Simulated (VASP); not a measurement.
**ScS (space group Fm-3m): computed properties**

These are PBEsol GGA, VASP's PBE PAW potentials (set 64) (plane waves; VASP) values and carry that method's errors.

```
Quantity                                                                                                   Value
----------------------------------  ----------------------------------------------------------------------------
space group                                                                                          Fm-3m (225)
cell                                a = 5.1527 Å, b = 5.1527 Å, c = 5.1527 Å, α = 90.00°, β = 90.00°, γ = 90.00°
volume per atom                                                                                    17.10 Å³/atom
band gap (over mesh and band path)                                      none (metal, semimetal or under 0.01 eV)
band gap with spin-orbit coupling                                                                none (metallic)
density                                                                                               3.74 g/cm³
```

```cif
data_S4Sc4
_chemical_formula_sum 'Sc4 S4'
_space_group_name_H-M_alt 'Fm-3m'
_space_group_IT_number 225
_space_group_name_Hall '-F 4 2 3'
_cell_length_a 5.15266
_cell_length_b 5.15266
_cell_length_c 5.15266
_cell_angle_alpha 90.000
_cell_angle_beta 90.000
_cell_angle_gamma 90.000
loop_
_atom_site_label
_atom_site_type_symbol
_atom_site_symmetry_multiplicity
_atom_site_Wyckoff_symbol
_atom_site_fract_x
_atom_site_fract_y
_atom_site_fract_z
_atom_site_occupancy
Sc1 Sc 4 b 0.50000 0.50000 0.50000 1
S1 S 4 a 0.00000 0.00000 0.00000 1
```
(The calculation used a cell of 2 atoms; values per cell refer to that cell.)

The structure comes from a computed database's ScS entry (Fm-3m); how it stands against other phases isn't given here. It was relaxed first. Symmetry was kept, so distortions that lower it aren't found. The electron count is odd and the run is not spin-polarised, which forces a metal.
